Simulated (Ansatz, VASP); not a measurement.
# Re (Rhenium): VASP beside Ansatz

One calculation is typed for both programs; each brings its own data sets. How far apart do they land? The cell is taken from a series of runs on this material, whose earlier steps may have relaxed, scaled, displaced or heated it; both programs get it as it stands.

Program: Ansatz 0.2.0. Level of theory: plane waves, with VASP 6.6.1 beside it; zone-centre phonons at LDA. Results are calculated unless marked as measured.

## 1. Starting point

Symmetry: P6_3/mmc, No. 194, hexagonal system. Conventional cell: a = 2.753 Å, b = 2.753 Å, c = 4.328 Å, α = 90.00°, β = 90.00°, γ = 120.00°. Re has 12 Re at 2.68 to 2.75 Å nearest.

## 2. Ansatz: zone-centre phonons, LDA

Ansatz runs on its PAW soft_1 files.

Second derivatives magnify differences that forces hide, and they need a tight electronic threshold.

input.yaml reads:

```yaml
crystal:
  lattice:
    - [2.7528804819, 0.0, 0.0]
    - [-1.376440241, 2.384064431, 0.0]
    - [0.0, 0.0, 4.3278151571]
  atoms:
    - { symbol: Re, position: [0.333333333, 0.666666667, 0.25] }
    - { symbol: Re, position: [0.666666667, 0.333333333, 0.75] }
kpoints:
  mp_grid: { grid: [18, 18, 12] }
hamiltonian:
  xc: lda
  pseudopotentials: { kind: paw, azcp: { folder: soft_1 }, xc_functional: pbe }
scf:
  occupations: { method: methfessel_paxton, width: 0.2 }
output:
  eigenvalues: true
phonons:
  method: dfpt
```

On the command line:

```bash
$ ansatz run input.yaml --threads 4 --pin off --max-ram 10240MiB --backend cpu --events-out ev --progress --plain --runs-dir out
```

Numbers of over 12 decimals in the logs are rounded to 6 here.

Log:

```text
zone centre: on kpoints.mp_grid the ground state, and the responses unless they are solved on pairs of k-points, stand on 637 of the mesh's 3888 k-points, reduced under 4 symmetry operations, with k and −k counted as one. Each operation leaves every solved displacement unchanged or reverses it
Engine: ansatz 0.2.0, x86_64-unknown-linux-gnu
Pseudopotentials: kind: paw
Pseudopotential: Re, paw, valence charge 15, recommended cutoff 420 eV (normal), soft_1/Re.paw.azcp
Functional definition: SPW92
  exchange = slater_x
  correlation = pw_c
Crystal: 2 atoms, lattice volume = 28.404 Å³
Basis set: ecut = 420 eV, 573 PW (Γ), exchange–correlation on 40×40×60 points (8 copies of the dense FFT grid, shifted against one another)
Bands: 19, of which v1, the nominal top of the filled ones, is band 15 counted from 1 (14 counted from 0)
Symmetry: 24 space group operations
k-points: 637 of 3888 (irreducible under 4 space group operations, time reversal used)
Non-local potential: Re, projectors of the file, l = 0: 3, l = 1: 2, l = 2: 2, l = 3: 1
PAW form: soft (Blöchl's): semilocal exchange-correlation on the pseudo side does not see the compensation charge
PAW frozen core: Re, regenerated for the run's functional, and the local potential with it (the file was generated under x = pbe(κ = 0.804, μ = 0.219515), c = pbe(β = 0.066725))
PAW one-centre angular grid: Re, 590 points (default); XC on 64 Gauss nodes
Initial density: superposition of atomic densities (chi_scale 0.1, normalization cell)
Initial wavefunctions: pseudopotential atomic-orbital guess
Functional: x = slater, c = lda
SCF iter   1: F=—  HF=-21217.504269 eV  |F-HF|=—  |Δ(HF+E_count)|=         —  Δρ=5.86e-2  dr2=8.67e-1  ethr=3.10e-3  ⟨swp⟩=4.6  Hψ=47988  notcnv=0
preconditioner: auto → none  [metal: Δε(μ)=0.007 eV  Ē_g=6.616 eV  σ=0.200 eV  W_gap=0.03  n_scr=8 (ndim 8)  ℏωp=26.1 eV  f_vac=0.000  D(μ)=1.67/eV (n_scr^D=22)  sad-step TF]
SCF iter   2: F=—  HF=-21217.252522 eV  |F-HF|=—  |Δ(HF+E_count)|=   2.52e-1  S|Δr|=    0.00e0  Δρ=3.39e-2  dr2=2.80e-1  ethr=2.89e-3  ⟨swp⟩=2.0  Hψ=19436  notcnv=0  defer=8
SCF iter   3: F=—  HF=-21217.138143 eV  |F-HF|=—  |Δ(HF+E_count)|=   1.14e-1  S|Δr|=    0.00e0  Δρ=1.50e-3  dr2=2.35e-4  ethr=9.32e-4  ⟨swp⟩=2.9  Hψ=23082  notcnv=0  defer=8
SCF iter   4: F=—  HF=-21217.138337 eV  |F-HF|=—  |Δ(HF+E_count)|=   1.94e-4  S|Δr|=    0.00e0  Δρ=1.89e-4  dr2=1.13e-5  ethr=7.82e-7  ⟨swp⟩=2.1  Hψ=17652  notcnv=0  defer=8
SCF iter   5: F=—  HF=-21217.138333 eV  |F-HF|=—  |Δ(HF+E_count)|=   3.69e-6  S|Δr|=    0.00e0  Δρ=3.09e-5  dr2=1.80e-7  ethr=3.77e-8  ⟨swp⟩=2.0  Hψ=16487  notcnv=0  defer=8
SCF iter   6: F=—  HF=-21217.138333 eV  |F-HF|=—  |Δ(HF+E_count)|=   1.43e-7  S|Δr|=    0.00e0  Δρ=7.56e-6  dr2=1.11e-8  ethr=6.01e-10  ⟨swp⟩=2.9  Hψ=23075  notcnv=0  defer=8
SCF iter   7: F=—  HF=-21217.138333 eV  |F-HF|=—  |Δ(HF+E_count)|=  5.60e-10  S|Δr|=    0.00e0  Δρ=1.15e-6  dr2=2.06e-10  ethr=3.69e-11  ⟨swp⟩=2.4  Hψ=17330  notcnv=0  defer=8
SCF iter   8: F=-21217.138333 eV  HF=-21217.138333 eV  |F-HF|=1.09e-11  |Δ(HF+E_count)|=  3.64e-12  S|Δr|=    0.00e0  Δρ=7.57e-8  dr2=8.33e-13  ethr=1.00e-12  ⟨swp⟩=5.8  Hψ=50806  notcnv=0
SCF 1 converged in 8 iterations: F = -21217.138333 eV  dr2 = 8.33e-13
  greatest PAW one-centre occupation: 0.999 electrons in one spin orbital (limit 2), on the Re atom at site 1 (counted from 0), in its partial waves of l = 0
DFPT response loops at Γ: preconditioner auto → Kerker (q_TF=auto, 2.753 Å⁻¹) (partly filled bands, converged f_vac=0.000); β = 1.00, the filter's whole step (`scf.mixing.beta` (0.50) is not read by the response loops under this deck's `scf.mixing.preconditioner`; to damp them name `kerker` or `kerker_dos`, under which they read `scf.mixing.beta`, and type it under 1.00, their step now; both keys bind the ground state too); Broyden in place of MSR1
SCF converged after 8 iterations
Stability not checked: this state was not tested for a lower state beside it, because cold or Methfessel-Paxton smearing, or corrected tetrahedra, fill the levels in a way that the test cannot read (fill_not_monotonic; see scf.lower_state_search)
Free energy (F): -21217.138333 eV
Harris-Foulkes:  -21217.138333 eV  (|F-HF|=1.09e-11)
Internal energy: -21217.138382 eV  (E = F + TS)
E sigma→0 (E₀):  -21217.138345 eV
Entropy (-TS):   0.000049 eV (0.024 meV/atom)
Fermi energy:    24.636028 eV
--- Per-component energies (eV) ---
  E_band       = -123.375387
  E_kinetic    = 1051.966541
  E_local      = -1500.496107  (includes V_loc(G=0)·N_el)
  E_nonlocal   = 172.234039
  E_hartree    = 525.360422
  E_xc         = -710.173047
  E_vxc        = -583.491549  (∫ρ·V_xc dr)
  E_paw        = -16893.439372  (= ΣΔE_a)
  E_vpaw       = -314.309285  (= ΣTr[D̂ρ^β])
  E_aug_tail   = 0.000101  (compensation charges beyond the density's cutoff)
  E_ewald      = -3863.229298
  E_core_change = 0.638340  (= ΣΔE_core)
  E_smearing   = 0.000049  (= −TS)
  E_closure    = 0.000000  (closes the sum)
  Σ components = -21217.138333   (vs F -21217.138333, Δ=0.00e0)
--- Band table (eV; the first three rows and the last of 637) ---
  k-point 0: bands = [... 11 lower, 22.9291, 23.3336, 23.8972, 23.8972, 24.5904, 24.5904, 25.8031, 28.1771]
  k-point 1: bands = [... 11 lower, 22.8654, 23.2738, 23.8297, 23.8297, 24.7422, 24.7422, 25.5280, 28.2023]
  k-point 2: bands = [... 11 lower, 22.7362, 23.1059, 23.6485, 23.6485, 24.8333, 25.1307, 25.1307, 28.2466]
  k-point 636: bands = [... 11 lower, 21.2899, 22.4709, 22.4709, 24.4611, 24.4611, 28.8494, 28.8494, 31.2211]
--- Phonons (Γ-DFPT): 2 representative perturbations + reference, on 637 of 3888 k-points (Σ response iterations 5) ---
  k mesh reduced under 4 symmetry operations, with k and −k counted as one. Each operation leaves every solved displacement unchanged or reverses it
  ASR residual: 1.315e-4 → 0.000e0 eV/Å²; symmetrization residual: 7.643e-10 eV/Å²
  ASR residual per site (eV/Å²): 1.32e-4 1.32e-4
  Γ frequencies (cm⁻¹): 0.00 0.00 0.00 122.75 122.75 131.54
  non-analytic LO–TO correction: not included (Born effective charges unavailable; polar crystals: no LO–TO splitting at Γ)
```

## 3. VASP: zone-centre phonons, LDA

The same cell, functional (in two slightly different forms), mesh and smearing now go to VASP, with its own data sets.

Lines of VASP's logs that name or quote its potential files are left out, and so is its time.

INCAR reads:

```
SYSTEM = Re
PREC = Accurate
ENCUT = 600
EDIFF = 1E-08
NELM = 120
ISMEAR = 1
SIGMA = 0.2
LREAL = .FALSE.
ALGO = Normal
GGA = CA
NBANDS = 13
LASPH = .TRUE.
LORBIT = 11
LWAVE = .FALSE.
LCHARG = .FALSE.
ISIF = 2
IBRION = 8
GGA_COMPAT = .FALSE.
KPAR = 2
```

POSCAR reads:

```
Re
1.0
    2.7528804819      0.0000000000      0.0000000000
   -1.3764402410      2.3840644310      0.0000000000
    0.0000000000      0.0000000000      4.3278151571
Re
2
Direct
    0.3333333330      0.6666666670      0.2500000000
    0.6666666670      0.3333333330      0.7500000000
```

KPOINTS reads:

```
Automatic mesh
0
Gamma
18 18 12
0 0 0
```

Potentials, in the order of the species: Re (LDA family, release 64).

On the command line:

```bash
$ mpirun -np 2 vasp_std
```

Log:

```text
[banner, memory and clock lines left out]
running    2 mpi-ranks, on    1 nodes
 distrk:  each k-point on    1 cores,    2 groups
 distr:  one band on    1 cores,    1 groups

 POSCAR found type information on POSCAR Re
 POSCAR found :  1 types and       2 ions
 LDA part: xc-table for (Slater(with rela. corr.)+CA(PZ))
 , standard interpolation
 POSCAR, INCAR and KPOINTS ok, starting setup
 FFT: planning ... GRIDC
 FFT: planning ... GRID_SOFT
 FFT: planning ... GRID
 WAVECAR not read
 entering main loop
       N       E                     dE             d eps       ncg     rms          rms(c)
DAV:   1     0.129157594092E+03    0.12916E+03   -0.64021E+03  7208   0.124E+03
DAV:   2    -0.199364897889E+02   -0.14909E+03   -0.13269E+03 10561   0.466E+02
DAV:   3    -0.287133654326E+02   -0.87769E+01   -0.76923E+01 11186   0.149E+02
DAV:   4    -0.289102137510E+02   -0.19685E+00   -0.19125E+00 11202   0.136E+01
DAV:   5    -0.289114269128E+02   -0.12132E-02   -0.12128E-02 11099   0.170E+00    0.455E+01
DAV:   6    -0.278606062749E+02    0.10508E+01   -0.85222E-01 11484   0.155E+01    0.199E+01
DAV:   7    -0.275160262429E+02    0.34458E+00   -0.58741E-01 11517   0.125E+01    0.457E-01
DAV:   8    -0.275065523911E+02    0.94739E-02   -0.52191E-03 10709   0.722E-01    0.149E-01
DAV:   9    -0.275055346208E+02    0.10178E-02   -0.42083E-04 10024   0.220E-01    0.480E-02
DAV:  10    -0.275055400845E+02   -0.54637E-05   -0.49091E-05 11014   0.595E-02    0.201E-02
DAV:  11    -0.275055392200E+02    0.86443E-06   -0.62902E-07 11220   0.130E-02    0.132E-03
DAV:  12    -0.275055391875E+02    0.32560E-07   -0.27073E-08  8518   0.197E-03    0.809E-04
DAV:  13    -0.275055391862E+02    0.12628E-08   -0.41717E-09  6042   0.144E-03
   1 F= -.27505539E+02 E0= -.27505516E+02  d E =-.703709E-04
 Linear response reoptimize wavefunctions to high precision
DAV:   1    -0.275055391852E+02    0.10141E-08   -0.46548E-09  8479   0.793E-04
DAV:   2    -0.275055391852E+02    0.65938E-11   -0.11750E-10  5447   0.235E-04
 Linear response DOF=           2
 Linear response progress:
  Degree of freedom:   1/  2
       N       E                     dE             d eps       ncg     rms          rms(c)
RMM:   1    -0.927242097573E-01   -0.92724E-01    0.97063E-02 31002   0.209E+01
RMM:   2    -0.143924058547E+00   -0.51200E-01   -0.52271E-02 50908   0.209E+00    0.126E-01
RMM:   3    -0.143926631119E+00   -0.25726E-05   -0.35491E-03 55756   0.452E-01    0.885E-02
RMM:   4    -0.143272154945E+00    0.65448E-03   -0.71335E-04 51858   0.233E-01    0.158E-02
RMM:   5    -0.143325171416E+00   -0.53016E-04   -0.28371E-05 53334   0.579E-02    0.821E-03
RMM:   6    -0.143344709001E+00   -0.19538E-04   -0.37917E-06 54843   0.171E-02    0.424E-03
RMM:   7    -0.143351461752E+00   -0.67528E-05   -0.11700E-07 52364   0.705E-03    0.148E-03
RMM:   8    -0.143353378670E+00   -0.19169E-05   -0.19482E-07 56563   0.297E-03    0.428E-04
RMM:   9    -0.143352511351E+00    0.86732E-06    0.66677E-08 56571   0.910E-04    0.841E-05
RMM:  10    -0.143352539461E+00   -0.28110E-07   -0.41766E-08 57631   0.427E-04    0.238E-05
RMM:  11    -0.143352584022E+00   -0.44560E-07   -0.33659E-08 58923   0.289E-04    0.108E-05
RMM:  12    -0.143352580454E+00    0.35678E-08   -0.34387E-08 57372   0.257E-04    0.438E-06
 first order change of Fermi-energy  -0.18413E-04
 force on displaced ion       1 direction 1 :  -5.077   0.000   0.000
 Linear response progress:
  Degree of freedom:   2/  2
       N       E                     dE             d eps       ncg     rms          rms(c)
RMM:   1    -0.131087974720E+00   -0.13109E+00    0.96069E-02 10812   0.220E+01
RMM:   2    -0.185564202559E+00   -0.54476E-01   -0.45557E-02 16041   0.234E+00    0.201E-01
RMM:   3    -0.186828990552E+00   -0.12648E-02   -0.12854E-02 18567   0.798E-01    0.117E-01
RMM:   4    -0.186683226310E+00    0.14576E-03   -0.22022E-04 18446   0.176E-01    0.678E-02
RMM:   5    -0.186963300236E+00   -0.28007E-03    0.93328E-05 18964   0.128E-01    0.119E-02
RMM:   6    -0.186998672020E+00   -0.35372E-04   -0.75475E-05 17995   0.338E-02    0.663E-03
RMM:   7    -0.186977000418E+00    0.21672E-04    0.88024E-05 18008   0.139E-02    0.336E-03
RMM:   8    -0.186995150700E+00   -0.18150E-04    0.30106E-05 18309   0.902E-03    0.832E-04
RMM:   9    -0.186996106788E+00   -0.95609E-06    0.83754E-06 17984   0.323E-03    0.129E-04
RMM:  10    -0.186996330808E+00   -0.22402E-06   -0.41198E-06 19679   0.109E-03    0.580E-05
RMM:  11    -0.186995597720E+00    0.73309E-06    0.15976E-06 18563   0.490E-04    0.688E-06
RMM:  12    -0.186995725595E+00   -0.12788E-06    0.12593E-07 20445   0.325E-04    0.383E-06
RMM:  13    -0.186995717897E+00    0.76987E-08   -0.16268E-08 20126   0.290E-04    0.169E-06
 first order change of Fermi-energy   0.10338E-03
 force on displaced ion       1 direction 3 :  -0.000  -0.000  -5.719
 Linear response finished
```

OUTCAR, selected parts (step 3):

```text
ion  position               nearest neighbor table
   1  0.333  0.667  0.250-   2 2.68   2 2.68   2 2.68   2 2.68   2 2.68   2 2.68
   2  0.667  0.333  0.750-   1 2.68   1 2.68   1 2.68   1 2.68   1 2.68   1 2.68

  LATTYP: Found a hexagonal cell.
 ALAT       =     2.7528804819
 C/A-ratio  =     1.5721042688

 Subroutine GETGRP returns: Found 24 space group operations
 (whereof 12 operations were pure point group operations)

The static configuration has the point symmetry D_3d.
 The point group associated with its full space group is D_6h.

 Found    259 irreducible k-points:

   k-points           NKPTS =    259   k-points in BZ     NKDIM =    259   number of bands    NBANDS=     13

   dimension x,y,z NGX =    24 NGY =   24 NGZ =   36
   dimension x,y,z NGXF=    48 NGYF=   48 NGZF=   72

   ENCUT  =  600.0 eV  44.10 Ry    6.64 a.u.   5.50  5.50  8.64*2*pi/ulx,y,z

   NELECT =      14.0000    total number of electrons

 k-points in reciprocal lattice and weights: Automatic mesh
   0.00000000  0.00000000  0.00000000       0.000
   0.05555556  0.00000000  0.00000000       0.002
   0.11111111  0.00000000  0.00000000       0.002
   0.16666667 -0.00000000  0.00000000       0.002
   0.22222222 -0.00000000  0.00000000       0.002
   0.27777778 -0.00000000  0.00000000       0.002
   0.33333333 -0.00000000  0.00000000       0.002
   0.38888889 -0.00000000  0.00000000       0.002
   0.44444444 -0.00000000  0.00000000       0.002
[...]
0.33333333  0.27777778  0.50000000       0.003
   0.33333333  0.33333333  0.50000000       0.001

 average (electrostatic) potential at core
       1 -38.8940       2 -38.8940

  Total        0.3247278      0.3247278      2.4506416     -0.0000000      0.0000000      0.0000000
  in kB       18.3170720     18.3170721    138.2344668     -0.0000000      0.0000000      0.0000000
  external PRESSURE =      58.2895370 kB  Pullay stress =       0.0000000 kB

  energy-cutoff  :      600.00
  volume of cell :       28.40
      direct lattice vectors                 reciprocal lattice vectors
     2.752880482  0.000000000  0.000000000     0.363255872  0.209725875  0.000000000
    -1.376440241  2.384064431  0.000000000     0.000000000  0.419451751  0.000000000
     0.000000000  0.000000000  4.327815157     0.000000000  0.000000000  0.231063473

 POSITION                                       TOTAL-FORCE (eV/Angst)
 -----------------------------------------------------------------------------------
     -0.00000      1.58938      1.08195        -0.000000      0.000000      0.000000
      1.37644      0.79469      3.24586         0.000000     -0.000000      0.000000
 -----------------------------------------------------------------------------------
    total drift:                               -0.000000      0.000000     -0.000000

 Eigenvectors and eigenvalues of the dynamical matrix
 ----------------------------------------------------

   1 f  =    3.874723 THz    24.345604 2PiTHz  129.246853 cm-1    16.024560 meV
             X         Y         Z           dx          dy          dz
     -0.000000  1.589376  1.081954     0.000000    0.000000   -0.707107
      1.376440  0.794688  3.245861     0.000000    0.000000    0.707107

   2 f  =    3.650674 THz    22.937861 2PiTHz  121.773375 cm-1    15.097968 meV
             X         Y         Z           dx          dy          dz
     -0.000000  1.589376  1.081954    -0.173802    0.685414    0.000000
      1.376440  0.794688  3.245861     0.173802   -0.685414    0.000000

   3 f  =    3.650674 THz    22.937861 2PiTHz  121.773375 cm-1    15.097968 meV
             X         Y         Z           dx          dy          dz
     -0.000000  1.589376  1.081954    -0.685414   -0.173802    0.000000
      1.376440  0.794688  3.245861     0.685414    0.173802    0.000000

   4 f  =    0.000000 THz     0.000000 2PiTHz    0.000000 cm-1     0.000000 meV
             X         Y         Z           dx          dy          dz
     -0.000000  1.589376  1.081954     0.552174   -0.441706    0.000000
      1.376440  0.794688  3.245861     0.552174   -0.441706    0.000000

   5 f  =    0.000000 THz     0.000000 2PiTHz    0.000000 cm-1     0.000000 meV
             X         Y         Z           dx          dy          dz
     -0.000000  1.589376  1.081954     0.000000    0.000000    0.707107
      1.376440  0.794688  3.245861     0.000000    0.000000    0.707107

   6 f/i=    0.000000 THz     0.000000 2PiTHz    0.000001 cm-1     0.000000 meV
             X         Y         Z           dx          dy          dz
     -0.000000  1.589376  1.081954    -0.441706   -0.552174    0.000000
      1.376440  0.794688  3.245861    -0.441706   -0.552174    0.000000

 ELASTIC MODULI CONTR FROM IONIC RELAXATION (kBar)
 Direction    XX          YY          ZZ          XY          YZ          ZX
 --------------------------------------------------------------------------------
 XX        -216.6387    216.6387     -0.0000      0.0000      0.0000      0.0000
 YY         216.6387   -216.6387      0.0000      0.0000      0.0000     -0.0000
 ZZ          -0.0000      0.0000     -0.0000     -0.0000      0.0000     -0.0000
 XY           0.0000      0.0000     -0.0000   -216.6387      0.0000     -0.0000
 YZ           0.0000      0.0000      0.0000      0.0000      0.0000      0.0000
 ZX           0.0000     -0.0000     -0.0000     -0.0000      0.0000     -0.0000
 --------------------------------------------------------------------------------
```

The data set Re keeps the semicore shell frozen, which is cheaper and a little less accurate.

## 4. Side by side

Known differences besides the potentials themselves: the two LDA forms differ slightly; the data sets hold 30 valence electrons in Ansatz (on its PAW soft_1 files) and 14 in VASP; the cutoff is 420 eV in Ansatz and 600 eV in VASP; VASP's log shows a relativistic correction to its local exchange, Ansatz's none. Total energies have different zeros and are not compared.

Compared:

```tsv
quantity	Ansatz	VASP	difference
optical mode 1 to 2 (cm⁻¹)	122.8	121.8	+0.80 %
optical mode 3 (cm⁻¹)	131.5	129.2	+1.77 %
```

Modes are paired by rising frequency, not by their patterns, so a pair may set unlike modes beside each other; they are those without the splitting of longitudinal modes.

## 5. Results

```yaml
r_m_s_difference_of_the_optical_zone_centre_modes_each_program_s_sorted_by_frequency_zone_centre_phonons_lda: 1.5 cm⁻¹
difference_in_optical_mode_3_zone_centre_phonons_lda: +1.8 %
```

The r.m.s. difference of the optical zone-centre modes, each program's sorted by frequency is 1.5 cm⁻¹ (zone-centre phonons, LDA). The data sets hold unlike numbers of valence electrons (30 in Ansatz and 14 in VASP), so part of the differences comes from the potentials. Among the rows given in per cent, the largest difference of the zone-centre phonons, LDA pair is in optical mode 3, +1.8 %. How closely two codes agree says nothing of how well the functional describes the real material.

[Lines on the potential files, build, host, timing and source positions are cut from VASP's logs without a mark.]

[Logs are printed without paths, hosts, clocks, repeated set-up lines and the standing remarks that a program may print on its own settings, such as how far it seeks lower states.]

[Hosts, paths, dates, database ids (printed as entryN), source tags and the programs' standing remarks are cut or masked in the printed files.]
